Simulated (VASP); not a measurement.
# Quasiparticle energies of BP in VASP, part 6 of 8

How does the gap of BP change from the starting functional to GW? The cell is of the zinc-blende type, one of the forms listed for this formula. The start is a cell from a database of measured crystal structures.

VASP 6.6.1, plane waves and PAW; the level of theory is named at each step.

So far, quasiparticle gap on the mesh (eV): step 3 (evGW0, evGW0 on PBE) 2.14; step 4 (evGW, evGW on PBE) 2.26. Also gap on the k-mesh (eV): step 2 (empty bands, functional PBE) 1.33.

## Step 5: QPGW0

This step: QPGW0 on PBE; plane waves and PAW (P_GW, B_GW) (VASP 6.6.1).

Here the orbitals are updated too, by diagonalising a Hermitian self-energy in the bands up to NBANDSGW.

INCAR

```
SYSTEM = BP
PREC = Accurate
ENCUT = 340
ISMEAR = 0
SIGMA = 0.01
LREAL = .FALSE.
GGA = PE
NBANDS = 152
ALGO = QPGW0
NELMGW = 4
ENCUTGW = 200
NOMEGA = 64
PRECFOCK = Fast
NBANDSGW = 24
LWAVE = .FALSE.
LCHARG = .FALSE.
```

POSCAR

```
BP
1.0
    0.0000000000      2.2690000000      2.2690000000
    2.2690000000      0.0000000000      2.2690000000
    2.2690000000      2.2690000000      0.0000000000
P B
1 1
Direct
    0.7500000000      0.7500000000      0.7500000000
    0.0000000000      0.0000000000      0.0000000000
```

KPOINTS

```
Automatic mesh
0
Gamma
6 6 6
0 0 0
```

The projector-augmented-wave data sets are P_GW and B_GW (PBE family, release 64).

Started as:

```bash
> mpirun -np 8 vasp_std
```

Output:

```text
[banner, memory and clock lines left out]
running    8 mpi-ranks, on    1 nodes
 distrk:  each k-point on    8 cores,    1 groups
 distr:  one band on    1 cores,    8 groups

 POSCAR found type information on POSCAR P B
 POSCAR found :  2 types and       2 ions
 [... a notice as in an earlier step ...]

 [... a notice as in an earlier step ...]

 LDA part: xc-table for (Slater+PW92), standard interpolation
 found WAVECAR, reading the header
 POSCAR, INCAR and KPOINTS ok, starting setup
 FFT: planning ... GRIDC
 FFT: planning ... GRID_SOFT
 FFT: planning ... GRID
 reading WAVECAR
 the WAVECAR file was read successfully
 initial charge from wavefunction
 available memory per node:     35.44 GB, setting MAXMEM to     36288

 The Fermi energy was updated, please check that it is located mid-gap
 values below the HOMO (VB) or above the LUMO (CB) will cause erroneous energies
 E-fermi :   7.8053

 calculate exact exchange contribution
 the WAVEDER file was read successfully
energies w=
    0.000    0.000    0.585    0.000    1.168    0.000    1.748    0.000
    2.325    0.000    2.897    0.000    3.463    0.000    4.023    0.000
    4.575    0.000    5.120    0.000    5.658    0.000    6.188    0.000
    6.711    0.000    7.226    0.000    7.736    0.000    8.239    0.000
    8.737    0.000    9.231    0.000    9.721    0.000   10.208    0.000
   10.693    0.000   11.178    0.000   11.663    0.000   12.149    0.000
   12.638    0.000   13.131    0.000   13.629    0.000   14.134    0.000
   14.647    0.000   15.169    0.000   15.704    0.000   16.252    0.000
   16.816    0.000   17.398    0.000   18.002    0.000   18.629    0.000
   19.284    0.000   19.969    0.000   20.691    0.000   21.452    0.000
   22.261    0.000   23.122    0.000   24.044    0.000   25.036    0.000
   26.111    0.000   27.280    0.000   28.560    0.000   29.971    0.000
   31.537    0.000   33.288    0.000   35.264    0.000   37.513    0.000
   40.100    0.000   43.110    0.000   46.659    0.000   50.909    0.000
   56.089    0.000   62.543    0.000   70.801    0.000   81.734    0.000
   96.872    0.000  119.181    0.000  155.260    0.000  223.360    0.000
 responsefunction array rank=     176
 LDA part: xc-table for (Slater+PW92), standard interpolation

 min. memory requirement per mpi rank    233.7 MB, per node   1869.4 MB

 allocating   8 responsefunctions rank=   176
 shmem allocating  64 responsefunctions rank=   176
 response function shared by NCSHMEM nodes    1
 Doing            8  frequencies on each core in blocks of           64
NQ=   1    0.0000    0.0000    0.0000,
|.........|.........|.........|.........|.........|.........|.........|.........
 performed        372000 updates of chi_q(r,r)
 total number of BLAS operations         85.11 Gflops
NQ=   2    0.1667    0.0000    0.0000,
|.........|.........|.........|.........|.........|.........|.........|.........
 performed       1240000 updates of chi_q(r,r)
 total number of BLAS operations        247.77 Gflops
NQ=   3    0.3333    0.0000    0.0000,
|.........|.........|.........|.........|.........|.........|.........|.........
 performed       2108000 updates of chi_q(r,r)
 total number of BLAS operations        410.44 Gflops
NQ=   4    0.5000    0.0000    0.0000,
|.........|.........|.........|.........|.........|.........|.........|.........
 performed       2801000 updates of chi_q(r,r)
 total number of BLAS operations        545.46 Gflops
NQ=   5    0.1667    0.1667    0.0000,
|.........|.........|.........|.........|.........|.........|.........|.........
 performed       3669000 updates of chi_q(r,r)
 total number of BLAS operations        708.12 Gflops
NQ=   6    0.3333    0.1667    0.0000,
|.........|.........|.........|.........|.........|.........|.........|.........
 performed       5165000 updates of chi_q(r,r)
 total number of BLAS operations        977.41 Gflops
NQ=   7    0.5000    0.1667    0.0000,
|.........|.........|.........|.........|.........|.........|.........|.........
 performed       6661000 updates of chi_q(r,r)
 total number of BLAS operations       1253.93 Gflops
NQ=   8   -0.3333    0.1667    0.0000,
|.........|.........|.........|.........|.........|.........|.........|.........
 performed       8157000 updates of chi_q(r,r)
 total number of BLAS operations       1534.10 Gflops
NQ=   9   -0.1667    0.1667    0.0000,
|.........|.........|.........|.........|.........|.........|.........|.........
 performed       9419000 updates of chi_q(r,r)
 total number of BLAS operations       1773.65 Gflops
NQ=  10    0.3333    0.3333    0.0000,
|.........|.........|.........|.........|.........|.........|.........|.........
 performed      10287000 updates of chi_q(r,r)
 total number of BLAS operations       1936.32 Gflops
NQ=  11    0.5000    0.3333    0.0000,
|.........|.........|.........|.........|.........|.........|.........|.........
 performed      11783000 updates of chi_q(r,r)
 total number of BLAS operations       2184.50 Gflops
NQ=  12   -0.3333    0.3333    0.0000,
|.........|.........|.........|.........|.........|.........|.........|.........
 performed      13045000 updates of chi_q(r,r)
 total number of BLAS operations       2388.17 Gflops
NQ=  13    0.5000    0.5000    0.0000,
|.........|.........|.........|.........|.........|.........|.........|.........
 performed      13636000 updates of chi_q(r,r)
 total number of BLAS operations       2494.62 Gflops
NQ=  14    0.5000    0.3333    0.1667,
|.........|.........|.........|.........|.........|.........|.........|.........
 performed      15350000 updates of chi_q(r,r)
 total number of BLAS operations       2803.30 Gflops
NQ=  15   -0.3333    0.3333    0.1667,
|.........|.........|.........|.........|.........|.........|.........|.........
 performed      16948000 updates of chi_q(r,r)
 total number of BLAS operations       3090.98 Gflops
NQ=  16   -0.3333    0.5000    0.1667,
|.........|.........|.........|.........|.........|.........|.........|.........
 performed      18217000 updates of chi_q(r,r)
 total number of BLAS operations       3319.56 Gflops
 resolving degeneracies of screened two electron integrals

 calculate QP shifts <psi_nk| G(iteration)W_0 |psi_nk>: iteration 1

 QP shifts <psi_nk| G(iteration)W_0 |psi_nk>: iteration 1
 NQ=           1  operations          48
 NQ=           2  operations           6
 NQ=           3  operations           6
 NQ=           4  operations          12
 NQ=           5  operations           8
 NQ=           6  operations           2
 NQ=           7  operations           2
 NQ=           8  operations           2
 NQ=           9  operations           4
 NQ=          10  operations           8
[...]
NQ=   4    0.5000    0.0000    0.0000,
|.........|.........|.........|.........|.........|.........|.........|.........
 performed       2801000 updates of chi_q(r,r)
 total number of BLAS operations        545.46 Gflops
NQ=   5    0.1667    0.1667    0.0000,
|.........|.........|.........|.........|.........|.........|.........|.........
 performed       3669000 updates of chi_q(r,r)
 total number of BLAS operations        708.12 Gflops
NQ=   6    0.3333    0.1667    0.0000,
|.........|.........|.........|.........|.........|.........|.........|.........
 performed       5165000 updates of chi_q(r,r)
 total number of BLAS operations        977.41 Gflops
NQ=   7    0.5000    0.1667    0.0000,
|.........|.........|.........|.........|.........|.........|.........|.........
 performed       6661000 updates of chi_q(r,r)
 total number of BLAS operations       1253.93 Gflops
NQ=   8   -0.3333    0.1667    0.0000,
|.........|.........|.........|.........|.........|.........|.........|.........
 performed       8157000 updates of chi_q(r,r)
 total number of BLAS operations       1534.10 Gflops
NQ=   9   -0.1667    0.1667    0.0000,
|.........|.........|.........|.........|.........|.........|.........|.........
 performed       9419000 updates of chi_q(r,r)
 total number of BLAS operations       1773.65 Gflops
NQ=  10    0.3333    0.3333    0.0000,
|.........|.........|.........|.........|.........|.........|.........|.........
 performed      10287000 updates of chi_q(r,r)
 total number of BLAS operations       1936.32 Gflops
NQ=  11    0.5000    0.3333    0.0000,
|.........|.........|.........|.........|.........|.........|.........|.........
 performed      11783000 updates of chi_q(r,r)
 total number of BLAS operations       2184.50 Gflops
NQ=  12   -0.3333    0.3333    0.0000,
|.........|.........|.........|.........|.........|.........|.........|.........
 performed      13045000 updates of chi_q(r,r)
 total number of BLAS operations       2388.17 Gflops
NQ=  13    0.5000    0.5000    0.0000,
|.........|.........|.........|.........|.........|.........|.........|.........
 performed      13636000 updates of chi_q(r,r)
 total number of BLAS operations       2494.62 Gflops
NQ=  14    0.5000    0.3333    0.1667,
|.........|.........|.........|.........|.........|.........|.........|.........
 performed      15350000 updates of chi_q(r,r)
 total number of BLAS operations       2803.30 Gflops
NQ=  15   -0.3333    0.3333    0.1667,
|.........|.........|.........|.........|.........|.........|.........|.........
 performed      16948000 updates of chi_q(r,r)
 total number of BLAS operations       3090.98 Gflops
NQ=  16   -0.3333    0.5000    0.1667,
|.........|.........|.........|.........|.........|.........|.........|.........
 performed      18217000 updates of chi_q(r,r)
 total number of BLAS operations       3319.56 Gflops
 resolving degeneracies of screened two electron integrals

 QP shifts <psi_nk| G(iteration)W_0 |psi_nk>: iteration 3
 NQ=           1  operations          48
 NQ=           2  operations           6
 NQ=           3  operations           6
 NQ=           4  operations          12
 NQ=           5  operations           8
 NQ=           6  operations           2
 NQ=           7  operations           2
 NQ=           8  operations           2
 NQ=           9  operations           4
 NQ=          10  operations           8
 NQ=          11  operations           2
 NQ=          12  operations           4
 NQ=          13  operations          16
 NQ=          14  operations           2
 NQ=          15  operations           2
 NQ=          16  operations           4
 allocating   8 responsefunctions rank=   176
 shmem allocating  64 responsefunctions rank=   176
 response function shared by NCSHMEM nodes    1
 Doing            8  frequencies on each core in blocks of           64
NQ=   1    0.0000    0.0000    0.0000,
|.........|.........|.........|.........|.........|.........|.........|.........
 performed        372000 updates of chi_q(r,r)
 total number of BLAS operations         85.11 Gflops
NQ=   2    0.1667    0.0000    0.0000,
|.........|.........|.........|.........|.........|.........|.........|.........
 performed       1240000 updates of chi_q(r,r)
 total number of BLAS operations        247.77 Gflops
NQ=   3    0.3333    0.0000    0.0000,
|.........|.........|.........|.........|.........|.........|.........|.........
 performed       2108000 updates of chi_q(r,r)
 total number of BLAS operations        410.44 Gflops
NQ=   4    0.5000    0.0000    0.0000,
|.........|.........|.........|.........|.........|.........|.........|.........
 performed       2801000 updates of chi_q(r,r)
 total number of BLAS operations        545.46 Gflops
NQ=   5    0.1667    0.1667    0.0000,
|.........|.........|.........|.........|.........|.........|.........|.........
 performed       3669000 updates of chi_q(r,r)
 total number of BLAS operations        708.12 Gflops
NQ=   6    0.3333    0.1667    0.0000,
|.........|.........|.........|.........|.........|.........|.........|.........
 performed       5165000 updates of chi_q(r,r)
 total number of BLAS operations        977.41 Gflops
NQ=   7    0.5000    0.1667    0.0000,
|.........|.........|.........|.........|.........|.........|.........|.........
 performed       6661000 updates of chi_q(r,r)
 total number of BLAS operations       1253.93 Gflops
NQ=   8   -0.3333    0.1667    0.0000,
|.........|.........|.........|.........|.........|.........|.........|.........
 performed       8157000 updates of chi_q(r,r)
 total number of BLAS operations       1534.10 Gflops
NQ=   9   -0.1667    0.1667    0.0000,
|.........|.........|.........|.........|.........|.........|.........|.........
 performed       9419000 updates of chi_q(r,r)
 total number of BLAS operations       1773.65 Gflops
NQ=  10    0.3333    0.3333    0.0000,
|.........|.........|.........|.........|.........|.........|.........|.........
 performed      10287000 updates of chi_q(r,r)
 total number of BLAS operations       1936.32 Gflops
NQ=  11    0.5000    0.3333    0.0000,
|.........|.........|.........|.........|.........|.........|.........|.........
 performed      11783000 updates of chi_q(r,r)
 total number of BLAS operations       2184.50 Gflops
NQ=  12   -0.3333    0.3333    0.0000,
|.........|.........|.........|.........|.........|.........|.........|.........
 performed      13045000 updates of chi_q(r,r)
 total number of BLAS operations       2388.17 Gflops
NQ=  13    0.5000    0.5000    0.0000,
|.........|.........|.........|.........|.........|.........|.........|.........
 performed      13636000 updates of chi_q(r,r)
 total number of BLAS operations       2494.62 Gflops
NQ=  14    0.5000    0.3333    0.1667,
|.........|.........|.........|.........|.........|.........|.........|.........
 performed      15350000 updates of chi_q(r,r)
 total number of BLAS operations       2803.30 Gflops
NQ=  15   -0.3333    0.3333    0.1667,
|.........|.........|.........|.........|.........|.........|.........|.........
 performed      16948000 updates of chi_q(r,r)
 total number of BLAS operations       3090.98 Gflops
NQ=  16   -0.3333    0.5000    0.1667,
|.........|.........|.........|.........|.........|.........|.........|.........
 performed      18217000 updates of chi_q(r,r)
 total number of BLAS operations       3319.56 Gflops
 resolving degeneracies of screened two electron integrals

 QP shifts <psi_nk| G(iteration)W_0 |psi_nk>: iteration 4
 NQ=           1  operations          48
 NQ=           2  operations           6
 NQ=           3  operations           6
 NQ=           4  operations          12
 NQ=           5  operations           8
 NQ=           6  operations           2
 NQ=           7  operations           2
 NQ=           8  operations           2
 NQ=           9  operations           4
 NQ=          10  operations           8
 NQ=          11  operations           2
 NQ=          12  operations           4
 NQ=          13  operations          16
 NQ=          14  operations           2
 NQ=          15  operations           2
 NQ=          16  operations           4
 entering main loop
```

It took 5.7 min on 8 MPI ranks of Intel Xeon 6975P-C (Granite Rapids), shared host; peak memory 2.5 GiB.

OUTCAR, selected parts (step 5):

```text
   NELECT =       8.0000    total number of electrons

 E-fermi :   7.8053

 QP shifts <psi_nk| G(iteration)W_0 |psi_nk>: iteration 1
 k-point   1 :       0.0000    0.0000    0.0000
  band No. DFT-energies  QP-energies  QP-e(diag)   sigma(DFT)    Z            occupation
      1      -8.3243      -9.1493      -9.1402      -9.5054       0.6908       2.0000
      2       7.1395       6.5020       6.5178       6.3502       0.7877       2.0000
      3       7.1395       6.5020       6.5178       6.3502       0.7877       2.0000
      4       7.1395       6.5020       6.5178       6.3502       0.7877       2.0000
      5      10.5408      10.8382      10.8462      10.9300       0.7846       0.0000
      6      10.5408      10.8382      10.8462      10.9300       0.7846       0.0000
      7      10.5408      10.8382      10.8462      10.9300       0.7846       0.0000
      8      14.5124      14.7805      14.7861      14.8769       0.7508       0.0000
    ...

     24      49.9397      49.9397      49.9397      49.9397       1.0000       0.0000

 k-point   2 :       0.1667    0.0000    0.0000
  band No. DFT-energies  QP-energies  QP-e(diag)   sigma(DFT)    Z            occupation
      1      -7.8264      -8.6605      -8.6510      -9.0012       0.7019       2.0000
      2       4.3046       3.5594       3.5734       3.3525       0.7680       2.0000
      3       6.4757       5.8240       5.8382       5.6626       0.7840       2.0000
      4       6.4757       5.8240       5.8382       5.6626       0.7840       2.0000
      5      11.1567      11.4042      11.4133      11.4854       0.7805       0.0000
      6      11.4438      11.7698      11.7709      11.8648       0.7771       0.0000
      7      11.4438      11.7698      11.7709      11.8648       0.7771       0.0000
      8      15.8049      16.0641      16.0802      16.1758       0.7424       0.0000
    ...

     24      49.9032      49.9032      49.9032      49.9032       1.0000       0.0000

     24      47.1312      47.1312      47.1312      47.1312       1.0000       0.0000

     24      52.6378      52.6378      52.6378      52.6378       1.0000       0.0000

 QP shifts <psi_nk| G(iteration)W_0 |psi_nk>: iteration 2
 k-point   1 :       0.0000    0.0000    0.0000
  band No. DFT-energies  QP-energies  QP-e(diag)   sigma(DFT)    Z            occupation
      1      -9.1493      -9.3913      -9.3859      -9.4915       0.6914       2.0000
      2       6.5020       6.3961       6.4083       6.3836       0.7915       2.0000
      3       6.5020       6.3961       6.4083       6.3836       0.7915       2.0000
      4       6.5020       6.3961       6.4083       6.3836       0.7915       2.0000
      5      10.8382      10.8257      10.8722      10.8815       0.7858       0.0000
      6      10.8382      10.8257      10.8722      10.8815       0.7858       0.0000
      7      10.8382      10.8257      10.8722      10.8815       0.7858       0.0000
      8      14.7805      14.8093      14.8114      14.8216       0.7520       0.0000
    ...

 QP shifts <psi_nk| G(iteration)W_0 |psi_nk>: iteration 3
 k-point   1 :       0.0000    0.0000    0.0000
  band No. DFT-energies  QP-energies  QP-e(diag)   sigma(DFT)    Z            occupation
      1      -9.3913      -9.4600      -9.4557      -9.4844       0.6915       2.0000
      2       6.3961       6.3585       6.3716       6.3652       0.7918       2.0000
      3       6.3961       6.3585       6.3716       6.3652       0.7918       2.0000
      4       6.3961       6.3585       6.3716       6.3652       0.7918       2.0000
      5      10.8257      10.8161      10.8666      10.8777       0.7868       0.0000
      6      10.8257      10.8161      10.8666      10.8777       0.7868       0.0000
      7      10.8257      10.8161      10.8666      10.8777       0.7868       0.0000
      8      14.8093      14.7957      14.7973      14.7934       0.7524       0.0000
    ...

 QP shifts <psi_nk| G(iteration)W_0 |psi_nk>: iteration 4
 k-point   1 :       0.0000    0.0000    0.0000
  band No. DFT-energies  QP-energies  QP-e(diag)   sigma(DFT)    Z            occupation
      1      -9.4600      -9.4817      -9.4779      -9.4858       0.6932       2.0000
      2       6.3585       6.3372       6.3512       6.3493       0.7915       2.0000
      3       6.3585       6.3372       6.3512       6.3493       0.7915       2.0000
      4       6.3585       6.3372       6.3512       6.3493       0.7915       2.0000
      5      10.8161      10.8093      10.8605      10.8725       0.7869       0.0000
      6      10.8161      10.8093      10.8605      10.8725       0.7869       0.0000
      7      10.8161      10.8093      10.8605      10.8725       0.7869       0.0000
      8      14.7957      14.7806      14.7822      14.7777       0.7524       0.0000
    ...

[... 16 parts as in an earlier step ...]

[... 29 further parts left out ...]
```

This step gave:

| Quantity | Value |
| --- | --- |
| quasiparticle gap on the mesh | 2.161 eV |
| smallest direct quasiparticle gap on the mesh | 4.472 eV |

QP gap by iteration, by row:

| iteration | gap (eV) | direct gap (eV) |
| --- | --- | --- |
| 1 | 2.031 | 4.336 |
| 2 | 2.114 | 4.43 |
| 3 | 2.142 | 4.458 |
| 4 | 2.161 | 4.472 |

GW takes the gap from 1.332 to 2.161 eV. That is +23 meV against evGW0 on PBE. The last pass still moved it by +19 meV. The value holds for 152 bands, ENCUTGW = 200 eV and this mesh, and isn't shown to be converged in them.

(Continued in part 7 of 8.)

[Lines on the potential files, build, host, timing and source positions are cut from VASP's logs without a mark.]

[Logs are printed without paths, hosts, clocks, repeated set-up lines and the standing remarks that a program may print on its own settings, such as how far it seeks lower states.]

[Hosts, paths, dates, database ids (printed as entryN), source tags and the programs' standing remarks are cut or masked in the printed files.]

[Pressures printed for these runs are not shown converged in the cutoff: they can be off by several GPa and have the wrong sign.]
